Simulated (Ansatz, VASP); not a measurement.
# H7C5SNO5 (H7C5SNO5 (P2_1/c)): VASP beside Ansatz

Wanted: the spread between two codes on one cell, functional and k mesh. Of the first pair: The structure shown is the start of the Ansatz relaxation below; VASP solves that cell, so the two are compared at the walk's first step.

Method: plane waves, with VASP 6.6.1 beside it; single point at PBE with D3(BJ), in Ansatz 0.2.0.

## Step 1: The structure

The cell holds 152 atoms: 56 H, 40 C, 8 S, 8 N and 40 O. Cell: a = 10.454 Å, b = 10.702 Å, c = 13.679 Å, α = 90.0°, β = 96.5°, γ = 90.0°. It derives from H7C5SNO5 (P2_1/c), repeated 1×1×2. As first built, before any earlier steps moved the atoms (in the runner's words): H7C5SNO5, space group P2_1/c, measured structure (Crystallography Open Database), 1 x 1 x 2 conventional cells; every coordinate displaced by a Gaussian of 0.03 A; bonds to H set to neutron lengths (C-H 1.089, N-H 1.015, O-H 0.983, B-H 1.19 A) where the measured ones are shorter.

## Step 2: Ansatz: relaxation, PBE with D3(BJ)

Ansatz runs on its default PAW (the set named soft_2) files.

The two programs are compared at the cell with which this relaxation starts, whose forces are those of its first step.

Contents of input.yaml:

```yaml
crystal:
  lattice:
    - [10.4541, 0.0, 0.0]
    - [0.0, 10.7017, 0.0]
    - [-1.54926, 0.0, 13.59139]
  atoms:
    - { symbol: H, position: [0.91214, 0.39827, 0.18191] }
    - { symbol: H, position: [0.08901, 0.90016, 0.06664] }
    - { symbol: H, position: [0.08312, 0.59348, 0.31551] }
    - { symbol: H, position: [0.91363, 0.10066, 0.43401] }
    - { symbol: H, position: [0.13524, 0.34818, 0.45302] }
    - { symbol: H, position: [0.86579, 0.84986, 0.29904] }
    - { symbol: H, position: [0.8677, 0.65556, 0.04469] }
    - { symbol: H, position: [0.13416, 0.15303, 0.20275] }
    - { symbol: H, position: [0.40785, 0.27247, 0.14461] }
    - { symbol: H, position: [0.60213, 0.77132, 0.10142] }
    - { symbol: H, position: [0.60065, 0.73102, 0.35594] }
    - { symbol: H, position: [0.39783, 0.23163, 0.39394] }
    - { symbol: H, position: [0.74233, 0.54062, 0.1685] }
    - { symbol: H, position: [0.25896, 0.03952, 0.07929] }
    - { symbol: H, position: [0.25924, 0.45771, 0.3278] }
    - { symbol: H, position: [0.73944, 0.96379, 0.42352] }
    - { symbol: H, position: [0.51932, 0.45211, 0.14367] }
    - { symbol: H, position: [0.48085, 0.95648, 0.10066] }
    - { symbol: H, position: [0.47939, 0.54868, 0.34937] }
    - { symbol: H, position: [0.52198, 0.04473, 0.40186] }
    - { symbol: H, position: [0.6808, 0.07984, 0.16578] }
    - { symbol: H, position: [0.31748, 0.58047, 0.08583] }
    - { symbol: H, position: [0.31854, 0.91336, 0.33523] }
    - { symbol: H, position: [0.68309, 0.41394, 0.41229] }
    - { symbol: H, position: [0.90493, 0.18171, 0.1793] }
    - { symbol: H, position: [0.1008, 0.68482, 0.07088] }
    - { symbol: H, position: [0.10439, 0.818, 0.32237] }
    - { symbol: H, position: [0.89982, 0.31409, 0.42813] }
    - { symbol: C, position: [0.72069, 0.43287, 0.17216] }
    - { symbol: C, position: [0.27648, 0.93834, 0.08616] }
    - { symbol: C, position: [0.28296, 0.56058, 0.33127] }
    - { symbol: C, position: [0.72545, 0.05769, 0.41687] }
    - { symbol: C, position: [0.59727, 0.39253, 0.1566] }
    - { symbol: C, position: [0.39932, 0.88917, 0.09072] }
    - { symbol: C, position: [0.40408, 0.61001, 0.34109] }
    - { symbol: C, position: [0.59548, 0.11143, 0.40519] }
    - { symbol: C, position: [0.58668, 0.25927, 0.15975] }
    - { symbol: C, position: [0.41881, 0.76195, 0.09156] }
    - { symbol: C, position: [0.42185, 0.74348, 0.3437] }
    - { symbol: C, position: [0.58599, 0.24141, 0.40837] }
    - { symbol: C, position: [0.69794, 0.18692, 0.16406] }
    - { symbol: C, position: [0.31005, 0.68543, 0.0843] }
    - { symbol: C, position: [0.30277, 0.81719, 0.33835] }
    - { symbol: C, position: [0.69392, 0.31521, 0.42046] }
    - { symbol: C, position: [0.80543, 0.2368, 0.17212] }
    - { symbol: C, position: [0.19546, 0.73401, 0.07495] }
    - { symbol: C, position: [0.18281, 0.76138, 0.3268] }
    - { symbol: C, position: [0.81384, 0.26593, 0.42611] }
    - { symbol: S, position: [0.15259, 0.36543, 0.11057] }
    - { symbol: S, position: [0.84756, 0.87004, 0.14077] }
    - { symbol: S, position: [0.84728, 0.63608, 0.38834] }
    - { symbol: S, position: [0.14917, 0.13666, 0.35844] }
    - { symbol: "N", position: [0.82368, 0.3653, 0.16966] }
    - { symbol: "N", position: [0.1763, 0.86343, 0.07242] }
    - { symbol: "N", position: [0.18038, 0.63354, 0.32453] }
    - { symbol: "N", position: [0.82218, 0.13319, 0.41948] }
    - { symbol: O, position: [0.28392, 0.37152, 0.14838] }
    - { symbol: O, position: [0.71529, 0.87302, 0.10041] }
    - { symbol: O, position: [0.71164, 0.62831, 0.35234] }
    - { symbol: O, position: [0.28499, 0.12317, 0.39771] }
    - { symbol: O, position: [0.14179, 0.41685, 0.99826] }
    - { symbol: O, position: [0.85553, 0.91435, 0.24551] }
    - { symbol: O, position: [0.85489, 0.58427, 0.49743] }
    - { symbol: O, position: [0.14017, 0.08464, 0.25176] }
    - { symbol: O, position: [0.0807, 0.44949, 0.1597] }
    - { symbol: O, position: [0.92295, 0.95343, 0.09009] }
    - { symbol: O, position: [0.92224, 0.54302, 0.34186] }
    - { symbol: O, position: [0.07756, 0.0473, 0.41289] }
    - { symbol: O, position: [0.10933, 0.24091, 0.10607] }
    - { symbol: O, position: [0.89754, 0.73758, 0.14484] }
    - { symbol: O, position: [0.89394, 0.75968, 0.3934] }
    - { symbol: O, position: [0.10307, 0.26377, 0.35851] }
    - { symbol: O, position: [0.46468, 0.20468, 0.14662] }
    - { symbol: O, position: [0.52561, 0.70534, 0.10237] }
    - { symbol: O, position: [0.53172, 0.79966, 0.34937] }
    - { symbol: O, position: [0.47128, 0.29537, 0.39855] }
    - { symbol: H, position: [0.91417, 0.40387, 0.68335] }
    - { symbol: H, position: [0.08296, 0.89705, 0.56455] }
    - { symbol: H, position: [0.08209, 0.60086, 0.8147] }
    - { symbol: H, position: [0.91434, 0.09519, 0.93313] }
    - { symbol: H, position: [0.13441, 0.35041, 0.95989] }
    - { symbol: H, position: [0.86477, 0.8529, 0.79564] }
    - { symbol: H, position: [0.8696, 0.64865, 0.54971] }
    - { symbol: H, position: [0.13625, 0.14979, 0.7048] }
    - { symbol: H, position: [0.40346, 0.27235, 0.64484] }
    - { symbol: H, position: [0.60176, 0.77585, 0.60308] }
    - { symbol: H, position: [0.59511, 0.73177, 0.85023] }
    - { symbol: H, position: [0.40355, 0.22349, 0.89429] }
    - { symbol: H, position: [0.74407, 0.54005, 0.675] }
    - { symbol: H, position: [0.26502, 0.0438, 0.58002] }
    - { symbol: H, position: [0.26165, 0.45867, 0.82868] }
    - { symbol: H, position: [0.74238, 0.95917, 0.92066] }
    - { symbol: H, position: [0.51653, 0.45372, 0.65239] }
    - { symbol: H, position: [0.48425, 0.95297, 0.6004] }
    - { symbol: H, position: [0.47991, 0.54634, 0.85538] }
    - { symbol: H, position: [0.5162, 0.05133, 0.89834] }
    - { symbol: H, position: [0.67851, 0.0774, 0.66787] }
    - { symbol: H, position: [0.32061, 0.58203, 0.58835] }
    - { symbol: H, position: [0.32097, 0.92066, 0.83517] }
    - { symbol: H, position: [0.68209, 0.41662, 0.91574] }
    - { symbol: H, position: [0.90596, 0.18584, 0.67872] }
    - { symbol: H, position: [0.09888, 0.68643, 0.57041] }
    - { symbol: H, position: [0.09514, 0.82255, 0.82254] }
    - { symbol: H, position: [0.90352, 0.31592, 0.92813] }
    - { symbol: C, position: [0.72535, 0.44046, 0.66729] }
    - { symbol: C, position: [0.27984, 0.94121, 0.57939] }
    - { symbol: C, position: [0.27799, 0.5551, 0.82883] }
    - { symbol: C, position: [0.72126, 0.06434, 0.9192] }
    - { symbol: C, position: [0.60149, 0.39087, 0.66158] }
    - { symbol: C, position: [0.40149, 0.89315, 0.59277] }
    - { symbol: C, position: [0.39887, 0.6122, 0.83864] }
    - { symbol: C, position: [0.59919, 0.10661, 0.90917] }
    - { symbol: C, position: [0.58417, 0.262, 0.65883] }
    - { symbol: C, position: [0.42281, 0.76128, 0.58873] }
    - { symbol: C, position: [0.41957, 0.73667, 0.8423] }
    - { symbol: C, position: [0.58723, 0.23667, 0.91156] }
    - { symbol: C, position: [0.69146, 0.18203, 0.66223] }
    - { symbol: C, position: [0.30913, 0.68545, 0.58302] }
    - { symbol: C, position: [0.30602, 0.81439, 0.83423] }
    - { symbol: C, position: [0.69272, 0.31327, 0.91594] }
    - { symbol: C, position: [0.81132, 0.23846, 0.67319] }
    - { symbol: C, position: [0.18903, 0.73438, 0.57359] }
    - { symbol: C, position: [0.18935, 0.75519, 0.82885] }
    - { symbol: C, position: [0.81085, 0.26176, 0.92201] }
    - { symbol: S, position: [0.15448, 0.36789, 0.60696] }
    - { symbol: S, position: [0.84648, 0.87336, 0.64285] }
    - { symbol: S, position: [0.84397, 0.6342, 0.88643] }
    - { symbol: S, position: [0.15336, 0.12842, 0.86145] }
    - { symbol: "N", position: [0.82287, 0.36697, 0.67591] }
    - { symbol: "N", position: [0.1732, 0.86069, 0.57621] }
    - { symbol: "N", position: [0.17753, 0.63784, 0.82408] }
    - { symbol: "N", position: [0.82434, 0.13579, 0.92744] }
    - { symbol: O, position: [0.28611, 0.37181, 0.65221] }
    - { symbol: O, position: [0.71205, 0.87561, 0.59833] }
    - { symbol: O, position: [0.71111, 0.62814, 0.85123] }
    - { symbol: O, position: [0.2917, 0.12369, 0.90022] }
    - { symbol: O, position: [0.14256, 0.41911, 0.49931] }
    - { symbol: O, position: [0.85595, 0.90992, 0.74573] }
    - { symbol: O, position: [0.85604, 0.5884, 0.99791] }
    - { symbol: O, position: [0.14382, 0.083, 0.75344] }
    - { symbol: O, position: [0.07509, 0.45223, 0.66131] }
    - { symbol: O, position: [0.92397, 0.95114, 0.58888] }
    - { symbol: O, position: [0.92041, 0.54894, 0.83872] }
    - { symbol: O, position: [0.07875, 0.04618, 0.91145] }
    - { symbol: O, position: [0.10204, 0.24036, 0.60703] }
    - { symbol: O, position: [0.90111, 0.73516, 0.64277] }
    - { symbol: O, position: [0.8962, 0.76144, 0.89637] }
    - { symbol: O, position: [0.10397, 0.25906, 0.85614] }
    - { symbol: O, position: [0.4663, 0.20525, 0.64936] }
    - { symbol: O, position: [0.5289, 0.70225, 0.59917] }
    - { symbol: O, position: [0.52999, 0.79438, 0.85129] }
    - { symbol: O, position: [0.47325, 0.29998, 0.89838] }
kpoints:
  mp_grid: { grid: [1, 1, 1] }
hamiltonian:
  xc: pbe
  dispersion: d3bj
scf:
  occupations: { method: fixed }
output:
  forces: true
relax:
  f_tol: 0.05
  max_steps: 150
  cell: {}
```

On the command line:

```console
> ansatz run input.yaml --threads 4 --pin off --max-ram 8192MiB --backend cpu --events-out ev --progress --plain --runs-dir out
```

Numbers of over 12 decimals in the logs are rounded to 6 here.

Output:

```text
Engine: ansatz 0.2.0, x86_64-unknown-linux-gnu
Pseudopotentials: kind: paw
Pseudopotential: H, paw, valence charge 1, recommended cutoff 420 eV (normal), H.paw.azcp
Pseudopotential: C, paw, valence charge 4, recommended cutoff 420 eV (normal), C.paw.azcp
Pseudopotential: S, paw, valence charge 6, recommended cutoff 420 eV (normal), S.paw.azcp
Pseudopotential: N, paw, valence charge 5, recommended cutoff 420 eV (normal), N.paw.azcp
Pseudopotential: O, paw, valence charge 6, recommended cutoff 420 eV (normal), O.paw.azcp
Functional definition: PBE
  parameter kappa = 0.804
  parameter beta = 0.066725
  exchange = pbe_x(kappa = kappa, mu = beta*pi^2/3)
  correlation = pbe_c(beta = beta)
Crystal: 152 atoms, lattice volume = 1520.559 Å³
Basis set: ecut = 420 eV, 29711 PW (Γ), exchange–correlation on 144×144×192 points (8 copies of the dense FFT grid, shifted against one another)
Bands: 424, of which v1, the nominal top of the filled ones, is band 272 counted from 1 (271 counted from 0)
Symmetry: 1 space group operations
Space group: P1 (ITA 1), of the structure as read, at distance tolerance 1.1e-4 Å
k-points: 1
Non-local potential: H, projectors of the file, l = 0: 2, l = 1: 1
Non-local potential: C, projectors of the file, l = 0: 2, l = 1: 2, l = 2: 1
Non-local potential: S, projectors of the file, l = 0: 2, l = 1: 2, l = 2: 2
Non-local potential: N, projectors of the file, l = 0: 2, l = 1: 2, l = 2: 1
Non-local potential: O, projectors of the file, l = 0: 2, l = 1: 2, l = 2: 1
PAW form: soft (Blöchl's): semilocal exchange-correlation on the pseudo side does not see the compensation charge
PAW one-centre angular grid: H, 110 points (default); XC on 64 Gauss nodes
PAW one-centre angular grid: C, 110 points (default); XC on 64 Gauss nodes
PAW one-centre angular grid: S, 110 points (default); XC on 64 Gauss nodes
PAW one-centre angular grid: N, 110 points (default); XC on 64 Gauss nodes
PAW one-centre angular grid: O, 110 points (default); XC on 64 Gauss nodes
Initial density: superposition of atomic densities (neutral atoms: chi_scale 0, normalization atom), corrected by the library's trained network
Initial wavefunctions: pseudopotential atomic-orbital guess
Functional: x = pbe(κ = 0.804, μ = 0.219515), c = pbe(β = 0.066725)
SCF iter   1: F=—  HF=-43904.841057 eV  |F-HF|=—  |Δ(HF+E_count)|=         —  Δρ=4.26e-3  dr2=2.76e-1  ethr=1.77e-3  ⟨swp⟩=4.0  Hψ=1443  notcnv=0  defer=149
preconditioner: auto → Resta (q_TF=auto, 2.299 Å⁻¹)  ε∞=2.7  [insulator: Δε(μ)=3.470 eV  Ē_g=17.070 eV  n_scr=312 (ndim 8)  ℏωp=22.2 eV  f_vac=0.154  ε∞_Penn≈2.7]
SCF iter   2: F=—  HF=-43904.729475 eV  |F-HF|=—  |Δ(HF+E_count)|=   1.12e-1  Δρ=2.03e-3  dr2=4.88e-2  ethr=5.08e-5  ⟨swp⟩=2.0  Hψ=642  notcnv=0  defer=150
SCF iter   3: F=—  HF=-43904.752621 eV  |F-HF|=—  |Δ(HF+E_count)|=   2.31e-2  Δρ=9.08e-4  dr2=1.29e-2  ethr=8.97e-6  ⟨swp⟩=2.0  Hψ=546  notcnv=0  defer=81
automatic band count: iteration 3 solves 355 bands in place of 424: the levels show a gap, and the empty bands left out lie too high to hold charge; the band table lists the bands solved (type scf.n_extra_bands for more)
SCF iter   4: F=—  HF=-43904.754404 eV  |F-HF|=—  |Δ(HF+E_count)|=   1.78e-3  Δρ=2.88e-4  dr2=1.47e-3  ethr=2.37e-6  ⟨swp⟩=2.0  Hψ=547  notcnv=0  defer=81
SCF iter   5: F=—  HF=-43904.754378 eV  |F-HF|=—  |Δ(HF+E_count)|=   2.68e-5  Δρ=1.29e-4  dr2=2.90e-4  ethr=2.71e-7  ⟨swp⟩=2.0  Hψ=546  notcnv=0  defer=74
SCF iter   6: F=—  HF=-43904.754410 eV  |F-HF|=—  |Δ(HF+E_count)|=   3.18e-5  Δρ=6.11e-5  dr2=5.77e-5  ethr=5.33e-8  ⟨swp⟩=2.0  Hψ=546  notcnv=0  defer=73
SCF iter   7: F=—  HF=-43904.756948 eV  |F-HF|=—  |Δ(HF+E_count)|=   2.54e-3  Δρ=2.02e-5  dr2=5.59e-6  ethr=1.06e-8  ⟨swp⟩=2.0  Hψ=617  notcnv=0  defer=73
SCF iter   8: F=—  HF=-43904.756949 eV  |F-HF|=—  |Δ(HF+E_count)|=   1.74e-6  Δρ=9.12e-6  dr2=1.12e-6  ethr=1.03e-9  ⟨swp⟩=2.0  Hψ=546  notcnv=0  defer=73
SCF iter   9: F=—  HF=-43904.756950 eV  |F-HF|=—  |Δ(HF+E_count)|=   2.56e-7  Δρ=2.77e-6  dr2=1.11e-7  ethr=2.06e-10  ⟨swp⟩=2.0  Hψ=546  notcnv=0  defer=73
SCF iter  10: F=-43904.756950 eV  HF=-43904.756950 eV  |F-HF|=6.08e-9  |Δ(HF+E_count)|=   5.83e-8  Δρ=1.06e-6  dr2=1.65e-8  ethr=1.84e-11  ⟨swp⟩=4.0  Hψ=1103  notcnv=0
SCF 1 converged in 10 iterations: F = -43904.756950 eV  dr2 = 1.65e-8
  greatest PAW one-centre occupation: 0.881 electrons in one spin orbital (limit 2), on the O atom at site 64 (counted from 0), in its partial waves of l = 0
relax step   1: F+E_penalty+E_count = -43904.75694959 eV  Δ(F+E_penalty+E_count) = +0.000e0 eV  max|allowed force component| = 1.122e1 eV/Å  Δτ_max = 0.0000 Å  P = +4.624 GPa  Ω = 1520.559 Å³  (10 SCF iters, dr2 threshold 1.00e-7 eV, accepted)
Crystal: 152 atoms, lattice volume = 1491.587 Å³
Basis set: ecut = 420 eV, 29183 PW (Γ), exchange–correlation on 144×144×192 points (8 copies of the dense FFT grid, shifted against one another)
[...]
- { symbol: C, position: [0.187936, 0.733776, 0.080224] }
    - { symbol: C, position: [0.188610, 0.765421, 0.330019] }
    - { symbol: C, position: [0.813195, 0.266575, 0.419415] }
    - { symbol: S, position: [0.154169, 0.367175, 0.110554] }
    - { symbol: S, position: [0.846806, 0.867340, 0.139830] }
    - { symbol: S, position: [0.847128, 0.632900, 0.389290] }
    - { symbol: S, position: [0.154811, 0.132863, 0.360285] }
    - { symbol: N, position: [0.826617, 0.360164, 0.172419] }
    - { symbol: N, position: [0.173976, 0.858812, 0.077515] }
    - { symbol: N, position: [0.174669, 0.640337, 0.327578] }
    - { symbol: N, position: [0.827219, 0.141533, 0.421833] }
    - { symbol: O, position: [0.291977, 0.374062, 0.152285] }
    - { symbol: O, position: [0.708765, 0.874859, 0.098903] }
    - { symbol: O, position: [0.709355, 0.626055, 0.347499] }
    - { symbol: O, position: [0.292376, 0.125761, 0.402572] }
    - { symbol: O, position: [0.144287, 0.417662, 0.999775] }
    - { symbol: O, position: [0.858380, 0.918235, 0.250585] }
    - { symbol: O, position: [0.857035, 0.582093, 0.499986] }
    - { symbol: O, position: [0.145619, 0.082168, 0.249561] }
    - { symbol: O, position: [0.075694, 0.452444, 0.162108] }
    - { symbol: O, position: [0.925470, 0.951935, 0.087686] }
    - { symbol: O, position: [0.925734, 0.547799, 0.337688] }
    - { symbol: O, position: [0.075479, 0.047970, 0.411570] }
    - { symbol: O, position: [0.105379, 0.237541, 0.103410] }
    - { symbol: O, position: [0.894420, 0.737466, 0.146777] }
    - { symbol: O, position: [0.895883, 0.762529, 0.396679] }
    - { symbol: O, position: [0.106666, 0.262563, 0.352902] }
    - { symbol: O, position: [0.467461, 0.205086, 0.149058] }
    - { symbol: O, position: [0.533330, 0.705110, 0.101631] }
    - { symbol: O, position: [0.533929, 0.795125, 0.350924] }
    - { symbol: O, position: [0.467834, 0.295065, 0.398636] }
    - { symbol: H, position: [0.918265, 0.397593, 0.676703] }
    - { symbol: H, position: [0.081224, 0.896971, 0.573930] }
    - { symbol: H, position: [0.082360, 0.601601, 0.823114] }
    - { symbol: H, position: [0.918888, 0.102809, 0.926409] }
    - { symbol: H, position: [0.133274, 0.348442, 0.947657] }
    - { symbol: H, position: [0.867217, 0.848598, 0.802002] }
    - { symbol: H, position: [0.867261, 0.651272, 0.552148] }
    - { symbol: H, position: [0.131927, 0.151150, 0.697189] }
    - { symbol: H, position: [0.395120, 0.269320, 0.646547] }
    - { symbol: H, position: [0.604082, 0.769456, 0.602615] }
    - { symbol: H, position: [0.605296, 0.730638, 0.853557] }
    - { symbol: H, position: [0.395957, 0.230425, 0.896423] }
    - { symbol: H, position: [0.743719, 0.534975, 0.671097] }
    - { symbol: H, position: [0.255951, 0.034495, 0.579024] }
    - { symbol: H, position: [0.257131, 0.464484, 0.828569] }
    - { symbol: H, position: [0.744167, 0.965364, 0.921005] }
    - { symbol: H, position: [0.518213, 0.452209, 0.654118] }
    - { symbol: H, position: [0.481243, 0.952103, 0.595528] }
    - { symbol: H, position: [0.482514, 0.547607, 0.845726] }
    - { symbol: H, position: [0.518851, 0.047734, 0.904120] }
    - { symbol: H, position: [0.680537, 0.081180, 0.660282] }
    - { symbol: H, position: [0.318473, 0.580822, 0.590303] }
    - { symbol: H, position: [0.319555, 0.918391, 0.840000] }
    - { symbol: H, position: [0.681701, 0.419027, 0.909533] }
    - { symbol: H, position: [0.899720, 0.179808, 0.673465] }
    - { symbol: H, position: [0.099477, 0.679133, 0.577411] }
    - { symbol: H, position: [0.100519, 0.819324, 0.826757] }
    - { symbol: H, position: [0.900670, 0.320693, 0.922825] }
    - { symbol: C, position: [0.723163, 0.436083, 0.667165] }
    - { symbol: C, position: [0.276341, 0.935650, 0.583120] }
    - { symbol: C, position: [0.277528, 0.563400, 0.832668] }
    - { symbol: C, position: [0.723764, 0.064204, 0.916874] }
    - { symbol: C, position: [0.599732, 0.388965, 0.658735] }
    - { symbol: C, position: [0.399689, 0.888712, 0.591285] }
    - { symbol: C, position: [0.400886, 0.610718, 0.841161] }
    - { symbol: C, position: [0.600405, 0.111140, 0.908510] }
    - { symbol: C, position: [0.581579, 0.258869, 0.656373] }
    - { symbol: C, position: [0.417683, 0.758660, 0.593758] }
    - { symbol: C, position: [0.418820, 0.740832, 0.843619] }
    - { symbol: C, position: [0.582430, 0.241189, 0.906006] }
    - { symbol: C, position: [0.691310, 0.181664, 0.662409] }
    - { symbol: C, position: [0.307860, 0.681293, 0.588101] }
    - { symbol: C, position: [0.308963, 0.817878, 0.837708] }
    - { symbol: C, position: [0.692267, 0.318548, 0.911782] }
    - { symbol: C, position: [0.811913, 0.234458, 0.670180] }
    - { symbol: C, position: [0.187347, 0.733913, 0.580563] }
    - { symbol: C, position: [0.188456, 0.764880, 0.829928] }
    - { symbol: C, position: [0.812789, 0.265915, 0.919537] }
    - { symbol: S, position: [0.153179, 0.367245, 0.610165] }
    - { symbol: S, position: [0.845599, 0.867204, 0.639186] }
    - { symbol: S, position: [0.847582, 0.632621, 0.889390] }
    - { symbol: S, position: [0.153755, 0.132514, 0.860010] }
    - { symbol: N, position: [0.825943, 0.359533, 0.672593] }
    - { symbol: N, position: [0.173467, 0.858963, 0.577974] }
    - { symbol: N, position: [0.174635, 0.639789, 0.827323] }
    - { symbol: N, position: [0.826659, 0.140870, 0.922190] }
    - { symbol: O, position: [0.291236, 0.374370, 0.651167] }
    - { symbol: O, position: [0.708163, 0.874257, 0.596532] }
    - { symbol: O, position: [0.709305, 0.625520, 0.849009] }
    - { symbol: O, position: [0.291764, 0.125271, 0.901072] }
[...]
- { symbol: O, position: [0.104750, 0.237503, 0.603106] }
    - { symbol: O, position: [0.893796, 0.737516, 0.646591] }
    - { symbol: O, position: [0.896054, 0.762364, 0.896111] }
    - { symbol: O, position: [0.105760, 0.262285, 0.853234] }
    - { symbol: O, position: [0.466528, 0.205002, 0.648774] }
    - { symbol: O, position: [0.532668, 0.705005, 0.601095] }
    - { symbol: O, position: [0.533803, 0.794865, 0.851362] }
    - { symbol: O, position: [0.467431, 0.294856, 0.898477] }
```

(Part 1 of 2 ends here.)

[Lines on the potential files, build, host, timing and source positions are cut from VASP's logs without a mark.]

[Logs are printed without paths, hosts, clocks, repeated set-up lines and the standing remarks that a program may print on its own settings, such as how far it seeks lower states.]

[Hosts, paths, dates, database ids (printed as entryN), source tags and the programs' standing remarks are cut or masked in the printed files.]
